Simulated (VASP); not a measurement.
Computed with PBEsol GGA, VASP's PBE PAW potentials (set 64) (plane waves; VASP 6.6.1). For the first row: Numerical set-up: 400 eV cut-off, 8×12×7 Γ-centred mesh, tetrahedra with Blöchl corrections, potentials Ti_sv Pt.

```tsv
system	energy (eV/atom)
TiPt (space group Pmma)	-8.5990
Ti (hcp)	-8.3325
Pt (fcc)	-6.9625
```

The references are the elements' solids at the same level; no temperature or zero-point terms are added.   Spin-orbit coupling is left out, which shifts such energies by up to tenths of an eV for the heavy elements here.

**Question.** What is the formation energy per atom of TiPt?

**Answer.** The references average (2×(-8.3325) + 2×(-6.9625))/4 = -7.6475 eV, so the formation energy is -8.5990 − (-7.6475) = -0.952 eV/atom.
